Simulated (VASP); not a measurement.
Calculation: PBE GGA, VASP's PBE PAW potentials (set 64) (plane waves; VASP).

A VASP calculation is set up with these files.

INCAR:
```
SYSTEM=Sc
PREC=Accurate; ENCUT=300; LREAL=.FALSE.
LASPH=.TRUE.
EDIFF=1E-6; NELM=100; ALGO=Normal
LMAXMIX=4
ISMEAR=-1; SIGMA=0.136
GGA=PE
ISIF=2
LWAVE=.FALSE.; LCHARG=.FALSE.
```

**POSCAR**
```
Sc
1
    1.6219000000    -2.8092130000     0.0000000000
    1.6219000000     2.8092130000     0.0000000000
    0.0000000000     0.0000000000     5.1646000000
Sc
2
Direct
  0.3333330000   0.6666670000   0.2500000000
  0.6666670000   0.3333330000   0.7500000000
```

### KPOINTS
```
Regular mesh
0
Gamma
 9 9 5
```

POTCAR, in this order: Sc_sv (PBE.64 set). Program: vasp_std.

What will the output report for the number of irreducible k-points (NKPTS), largest plane-wave count, number of space-group operations, FFT grid (NGX, NGY, NGZ)?

- number of irreducible k-points (NKPTS) = 36
- largest plane-wave count = 573
- number of space-group operations = 24
- FFT grid (NGX, NGY, NGZ) = 18 × 18 × 30

The structure is a typed Sc crystal. The cell was not relaxed at this level, and its volume differs by -5.9 % from the start's.
